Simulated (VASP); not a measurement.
# FeSe2 (Fm-3m) in VASP: settings compared

Aim: see how the results for FeSe2 move with the level of theory and the settings. Levels: LDA+U, LDA. Tasks: single point.

Everything below comes from runs of VASP 6.6.1. Logs are shortened: lines on timing, memory, paths and dates and some standing lists are left out, and cuts for length are marked.

## 1. The crystal as given

It takes space group Fm-3m (No. 225, cubic). The conventional cell has a = 6.148 Å, b = 6.148 Å, c = 6.148 Å, α = 90.00°, β = 90.00°, γ = 90.00°. Fe (site symmetry m-3m) is surrounded by 8 Se at 2.66 Å. Se (site symmetry -43m) is surrounded by 4 Fe at 2.66 Å.

The cell comes from a database or a generator and needn't be the stable form of this composition.

## 2. Single point, LDA+U

INCAR

```
SYSTEM = FeSe2
ALGO = Normal
EDIFF = 1E-7
ENCUT = 520
ISIF = 2
ISMEAR = 0
LASPH = .True.
LCHARG = .False.
LDAU = .True.
LDAUJ = 0 0
LDAUL = 2 -1
LDAUPRINT = 1
LDAUTYPE = 2
LDAUU = 8 0
LMAXMIX = 4
LREAL = .False.
LWAVE = .False.
NBANDS = 17
NELM = 100
PREC = Accurate
SIGMA = 0.05
```

KPOINTS

```
k-points
0
Gamma
  5 5 5
  0 0 0
```

POSCAR

```
FeSe2
1.0
    0.0000000000      3.0738461500      3.0738461500
    3.0738461500      0.0000000000      3.0738461500
    3.0738461500      3.0738461500      0.0000000000
Fe Se
1 2
Direct
    0.0000000000      0.0000000000      0.0000000000
    0.2500000000      0.2500000000      0.2500000000
    0.7500000000      0.7500000000      0.7500000000
```

Potentials or basis: VASP PAW LDA potentials, release 64 (Fe, Se).

On the command line:

```console
> cat potpaw_LDA.64/Fe/POTCAR potpaw_LDA.64/Se/POTCAR > POTCAR
> mpirun -np 1 vasp_std > vasp.out
```

OUTCAR:

```text
SYSTEM = FeSe2
   EDIFF = 1E-7
   ENCUT = 520
   ISIF = 2
   ISMEAR = 0
   LASPH = .True.
   LREAL = .False.
   NELM = 100
   PREC = Accurate

 ion  position               nearest neighbor table
   1  0.000  0.000  0.000-   2 2.66   3 2.66   3 2.66   3 2.66   3 2.66   2 2.66   2 2.66   2 2.66

   2  0.250  0.250  0.250-   1 2.66   1 2.66   1 2.66   1 2.66
   3  0.750  0.750  0.750-   1 2.66   1 2.66   1 2.66   1 2.66

  LATTYP: Found a face centered cubic cell.
 ALAT       =     6.1476923000

  Lattice vectors:

 A1 = (   0.0000000000,   3.0738461500,   3.0738461500)
 A2 = (   3.0738461500,   0.0000000000,   3.0738461500)
 A3 = (   3.0738461500,   3.0738461500,   0.0000000000)

Analysis of symmetry for initial positions (statically):
=====================================================================
 Subroutine PRICEL returns:
 Original cell was already a primitive cell.

 Routine SETGRP: Setting up the symmetry group for a
 face centered cubic supercell.

 Subroutine GETGRP returns: Found 48 space group operations
 (whereof 48 operations were pure point group operations)
 out of a pool of 48 trial point group operations.

The static configuration has the point symmetry O_h .

Analysis of symmetry for dynamics (positions and initial velocities):
=====================================================================
 Subroutine PRICEL returns:
 Original cell was already a primitive cell.

 Routine SETGRP: Setting up the symmetry group for a
 face centered cubic supercell.

 Subroutine GETGRP returns: Found 48 space group operations
 (whereof 48 operations were pure point group operations)
 out of a pool of 48 trial point group operations.

The dynamic configuration has the point symmetry O_h .

 Subroutine INISYM returns: Found 48 space group operations
 (whereof 48 operations are pure point group operations),
 and found     1 'primitive' translations

----------------------------------------------------------------------------------------

                                     Primitive cell

  volume of cell :      58.0867

  direct lattice vectors                    reciprocal lattice vectors
     0.000000000  3.073846150  3.073846150    -0.162662663  0.162662663  0.162662663
     3.073846150  0.000000000  3.073846150     0.162662663 -0.162662663  0.162662663
     3.073846150  3.073846150  0.000000000     0.162662663  0.162662663 -0.162662663

  length of vectors
     4.347074914  4.347074914  4.347074914     0.281739997  0.281739997  0.281739997

  position of ions in fractional coordinates (direct lattice)
     0.000000000  0.000000000  0.000000000
     0.250000000  0.250000000  0.250000000
     0.750000000  0.750000000  0.750000000

  ion indices of the primitive-cell ions
   primitive index   ion index
                 1           1
                 2           2
                 3           3

----------------------------------------------------------------------------------------

 KPOINTS: k-points

Automatic generation of k-mesh.
 Grid dimensions read from file:
 generate k-points for:    5    5    5

 Generating k-lattice:

  Cartesian coordinates                     Fractional coordinates (reciprocal lattice)
    -0.032532533  0.032532533  0.032532533     0.200000000  0.000000000  0.000000000
     0.032532533 -0.032532533  0.032532533     0.000000000  0.200000000  0.000000000
     0.032532533  0.032532533 -0.032532533     0.000000000  0.000000000  0.200000000

  Length of vectors
     0.056347999  0.056347999  0.056347999

[... 26 lines left out ...]
   NGX,Y,Z   is equivalent  to a cutoff of  12.24, 12.24, 12.24 a.u.
   NGXF,Y,Z  is equivalent  to a cutoff of  24.48, 24.48, 24.48 a.u.
 SYSTEM =  FeSe2
   PREC   = accura    normal or accurate (medium, high low for compatibility)
   ISTART =      0    job   : 0-new  1-cont  2-samecut
   ICHARG =      2    charge: 1-file 2-atom 10-const
   ISPIN  =      1    spin polarized calculation?
   LNONCOLLINEAR =      F non collinear calculations
   LSORBIT =      F    spin-orbit coupling
   LASPH  =      T    aspherical Exc in radial PAW
   ENCUT  =  520.0 eV  38.22 Ry    6.18 a.u.   8.08  8.08  8.08*2*pi/ulx,y,z
   NELM   =    100;   NELMIN=  2; NELMDL= -5     # of ELM steps
   EDIFF  = 0.1E-06   stopping-criterion for ELM
   LREAL  =      F    real-space projection
   EDIFFG = 0.1E-05   stopping-criterion for IOM
   NSW    =      0    number of steps for IOM
   IBRION =     -1    ionic relax: 0-MD 1-quasi-New 2-CG
   NFREE  =      0    steps in history (QN), initial steepest desc. (CG)
   ISIF   =      2    stress and relaxation
   ISYM   =      2    0-nonsym 1-usesym 2-fastsym
   POTIM  = 0.5000    time-step for ionic-motion
   TEBEG  =    0.0;   TEEND  =   0.0 temperature during run
   PSTRESS=    0.0 pullay stress
   NELECT =      20.0000    total number of electrons
   NUPDOWN=      -1.0000    fix difference up-down
   EMIN   =  10.00;   EMAX   =-10.00  energy-range for DOS
   EFERMI =   0.00;   METHOD = LEGACY
   ISMEAR =     0;   SIGMA  =   0.05  broadening in eV -4-tet -1-fermi 0-gaus
   EFERMI_NEDOS =   21; number of points for ismear=-14 and -15
   IALGO  =     38    algorithm
   IMIX   =      4    mixing-type and parameters
     AMIX     =   0.40;   BMIX     =  1.00
     AMIX_MAG =   1.60;   BMIX_MAG =  1.00
  volume/ion in A,a.u.               =      19.36       130.66
  Fermi-wavevector in a.u.,A,eV,Ry     =   1.147430  2.168327 17.913357  1.316595
  Thomas-Fermi vector in A             =   2.284109
   LORBIT       =      0    0 simple, 1 ext, 2 COOP (PROOUT), +10 PAW based schemes
 LDA+U is selected, type is set to LDAUTYPE =  2
   angular momentum for each species LDAUL =     2   -1
   U (eV)           for each species LDAUU =   8.0  0.0
   J (eV)           for each species LDAUJ =   0.0  0.0
   GGA     = CA    functional components
   LHFCALC =     F    Hartree Fock is set to
   AEXX    =    0.0000 exact exchange contribution
   IVDW    =     0    specifies the selected vdW correction
   LEPSILON=     F    determine dielectric tensor
   LRPA    =     F    only Hartree local field effects (RPA)
 non-spin polarized calculation
 Gauss-broadening in eV      SIGMA  =   0.05
  energy-cutoff  :      520.00
  volume of cell :       58.09
 maximum number of plane-waves:      1584
   NGX = 17   NGY = 17   NGZ = 17

atom =   1  type =  1  l = 2

 onsite density matrix

spin component  1

  0.4394  0.0000 -0.0000  0.0000 -0.0000
  0.0000  0.4394  0.0000 -0.0000  0.0000
 -0.0000  0.0000  0.9529  0.0000  0.0000
  0.0000 -0.0000  0.0000  0.4394 -0.0000
 -0.0000  0.0000  0.0000 -0.0000  0.9529

spin component  2

  0.4394  0.0000 -0.0000  0.0000 -0.0000
  0.0000  0.4394  0.0000 -0.0000  0.0000
 -0.0000  0.0000  0.9529  0.0000  0.0000
  0.0000 -0.0000  0.0000  0.4394 -0.0000
 -0.0000  0.0000  0.0000 -0.0000  0.9529

 occupancies and eigenvectors

  o =  0.4394  v =  0.0000  0.9326  0.0000 -0.3608 -0.0000  0.0000  0.0000  0.0000  0.0000  0.0000      0.0000  0.0000  0.0000  0.0000  0.0000  0.0000  0.0000  0.0000  0.0000  0.0000
  o =  0.4394  v =  0.0000  0.0000  0.0000  0.0000  0.0000  0.0000  0.9326  0.0000 -0.3608 -0.0000      0.0000  0.0000  0.0000  0.0000  0.0000  0.0000  0.0000  0.0000  0.0000  0.0000
  o =  0.4394  v =  0.0000 -0.3608 -0.0000 -0.9326 -0.0000  0.0000  0.0000  0.0000  0.0000  0.0000      0.0000  0.0000  0.0000  0.0000  0.0000  0.0000  0.0000  0.0000  0.0000  0.0000
  o =  0.4394  v =  0.0000  0.0000  0.0000  0.0000  0.0000  0.0000 -0.3608 -0.0000 -0.9326 -0.0000      0.0000  0.0000  0.0000  0.0000  0.0000  0.0000  0.0000  0.0000  0.0000  0.0000
  o =  0.4394  v =  1.0000  0.0000  0.0000  0.0000  0.0000  0.0000  0.0000  0.0000  0.0000  0.0000      0.0000  0.0000  0.0000  0.0000  0.0000  0.0000  0.0000  0.0000  0.0000  0.0000
  o =  0.4394  v =  0.0000  0.0000  0.0000  0.0000  0.0000  1.0000  0.0000  0.0000  0.0000  0.0000      0.0000  0.0000  0.0000  0.0000  0.0000  0.0000  0.0000  0.0000  0.0000  0.0000
  o =  0.9529  v =  0.0000  0.0000  0.0000  0.0000  0.0000  0.0000  0.0000 -0.9997  0.0000 -0.0236      0.0000  0.0000  0.0000  0.0000  0.0000  0.0000  0.0000  0.0000  0.0000  0.0000
  o =  0.9529  v =  0.0000  0.0000 -0.9997  0.0000 -0.0236  0.0000  0.0000  0.0000  0.0000  0.0000      0.0000  0.0000  0.0000  0.0000  0.0000  0.0000  0.0000  0.0000  0.0000  0.0000
  o =  0.9529  v =  0.0000  0.0000  0.0000  0.0000  0.0000  0.0000  0.0000 -0.0236 -0.0000  0.9997      0.0000  0.0000  0.0000  0.0000  0.0000  0.0000  0.0000  0.0000  0.0000  0.0000
  o =  0.9529  v =  0.0000  0.0000 -0.0236 -0.0000  0.9997  0.0000  0.0000  0.0000  0.0000  0.0000      0.0000  0.0000  0.0000  0.0000  0.0000  0.0000  0.0000  0.0000  0.0000  0.0000

 number of electron      19.9999999 magnetization

 Free energy of the ion-electron system (eV)
  ---------------------------------------------------
  ext. energy  EPLUGINS =         0.00000000
  ---------------------------------------------------
  free energy    TOTEN  =        -9.89506244 eV

  energy without entropy =       -9.89131150  energy(sigma->0) =       -9.89318697

 E-fermi :   4.8104     XC(G=0): -10.6522

 val. band max:        4.7835058948   @ k =  -0.4000   0.4000   0.0000
 cond. band min:       4.8259375083   @ k =   0.4000   0.0000   0.0000
 fundamental gap:      0.0424316135
 Fermi energy:         4.8103650781

 k-point     1 :       0.0000    0.0000    0.0000
  band No.  band energies     occupation
      1     -10.5102      2.00000
      2      -6.3281      2.00000
      3       0.2595      2.00000
      4       0.2595      2.00000
      5       0.2595      2.00000
      6       0.5783      2.00000
[... 177 lines left out ...]
      4      -1.1309      2.00000
      5       0.7223      2.00000
      6       1.1563      2.00000
[... 9 lines left out ...]
     16      12.9551      0.00000
     17      14.3878      0.00000

------------------------ aborting loop because EDIFF is reached ----------------------------------------

  FORCE on cell =-STRESS in cart. coord.  units (eV):
  Direction    XX          YY          ZZ          XY          YZ          ZX
  --------------------------------------------------------------------------------------
  -------------------------------------------------------------------------------------
  Total       -4.9248338     -4.9248338     -4.9248338      0.0000000     -0.0000000     -0.0000000
  in kB     -135.8394090   -135.8394090   -135.8394090      0.0000000     -0.0000000     -0.0000000
  external PRESSURE =    -135.8394090 kB  Pullay stress =       0.0000000 kB

 VOLUME and BASIS-vectors are now :
 -----------------------------------------------------------------------------
  energy-cutoff  :      520.00
  volume of cell :       58.09
      direct lattice vectors                 reciprocal lattice vectors
     0.000000000  3.073846150  3.073846150    -0.162662663  0.162662663  0.162662663
     3.073846150  0.000000000  3.073846150     0.162662663 -0.162662663  0.162662663
     3.073846150  3.073846150  0.000000000     0.162662663  0.162662663 -0.162662663

 POSITION                                       TOTAL-FORCE (eV/Angst)
 -----------------------------------------------------------------------------------
      0.00000      0.00000      0.00000         0.000000      0.000000      0.000000
      1.53692      1.53692      1.53692         0.000000     -0.000000     -0.000000
      4.61077      4.61077      4.61077        -0.000000     -0.000000      0.000000
 -----------------------------------------------------------------------------------
    total drift:                                0.000000     -0.000000      0.000000

  FREE ENERGIE OF THE ION-ELECTRON SYSTEM (eV)
  ---------------------------------------------------
  free  energy   TOTEN  =        -9.8950624395 eV

  energy  without entropy=       -9.8913115045  energy(sigma->0) =       -9.89318697
```

Run time: 6.8 s. Hardware: 1 thread of AMD EPYC 9R45 (Zen 5), shared host; peak memory 0.13 GiB.

Results:

```
Free energy            : -9.8951 eV
Pressure               : -13.6 GPa
Band gap on the k mesh : 0.04 eV, indirect (least direct gap 0.73 eV)
```

Eigenvalues of the final occupation matrices:
```tsv
site	spin	trace	eigenvalues
site 1 d	1	3.22	0.44 0.44 0.44 0.95 0.95
site 1 d	2	3.22	0.44 0.44 0.44 0.95 0.95
```

Caveat: an odd mesh through Γ misses points on the zone boundary, where band edges often lie.

## 3. Single point, LDA, collinear spin, antiferromagnetic start

This run uses another cell than the first one: it holds 6 atoms, not 3.

INCAR

```
PREC = Accurate ; ENCUT = 520
EDIFF = 1E-6 ; ISMEAR = 0
SIGMA = 0.05 ; LREAL = False
LASPH = True ; NELM = 120
ALGO = Fast ; ISIF = 2
LWAVE = False ; LCHARG = True
ISPIN = 2 ; MAGMOM = 3 -3 0 0 0 0
LORBIT = 11 ; LMAXMIX = 4
GGA = CA ; LELF = True
LVHAR = True ; NBANDS = 33
```

KPOINTS

```
Automatic mesh
0
Gamma
  5 5 5
```

POSCAR

```
FeSe2
1.0
    0.0000000000      3.0738461500      3.0738461500
    3.0738461500      0.0000000000      3.0738461500
    6.1476923000      6.1476923000      0.0000000000
Fe Se
2 4
Direct
    0.0000000000      0.0000000000      0.0000000000
    0.0000000000      0.0000000000      0.5000000000
    0.2500000000      0.2500000000      0.1250000000
    0.2500000000      0.2500000000      0.6250000000
    0.7500000000      0.7500000000      0.3750000000
    0.7500000000      0.7500000000      0.8750000000
```

Potentials or basis: VASP PAW LDA potentials, release 64 (Fe, Se).

On the command line:

```console
> cat potpaw_LDA.64/Fe/POTCAR potpaw_LDA.64/Se/POTCAR > POTCAR
> mpirun -np 1 vasp_std > vasp.out
```

It took 4.8 min on 1 thread of AMD EPYC 9R45 (Zen 5), shared host; peak memory 0.26 GiB.

The run converged. Its results:

| Item | Value |
| --- | --- |
| Free energy | -34.6244 eV |
| Pressure | -17.9 GPa |
| Band gap on the k mesh | none (metal or under the smearing width) |
| Net moment | 0.00 μB per cell |
| Valence electrons inside the program's atomic spheres | Fe 6.97; Se 3.69 |

Stress tensor (GPa, compression positive):
```
-17.93   0.13  -0.13
  0.13 -17.93  -0.13
 -0.13  -0.13 -17.93
```

Levels at points of the mesh, in eV from the Fermi level:
Spin up:
```
           k point  band 18  band 19  band 20  band 21  band 22  band 23
(0.00, 0.00, 0.00)    -0.10    -0.05    -0.05    -0.05     1.11     1.11
```
Spin down:
| k point | band 18 | band 19 | band 20 | band 21 | band 22 | band 23 |
| --- | --- | --- | --- | --- | --- | --- |
| (0.00, 0.00, 0.00) | -0.10 | -0.05 | -0.05 | -0.05 | 1.11 | 1.11 |

Caveat: the starting moments collapsed, and a magnetic state may lie lower; so large a pressure means that the cell lies far from this level's equilibrium, or that cutoff or potentials fall short. With open d or f shells a metallic result of LDA can be an artefact of self-interaction; +U or a hybrid may open a gap.
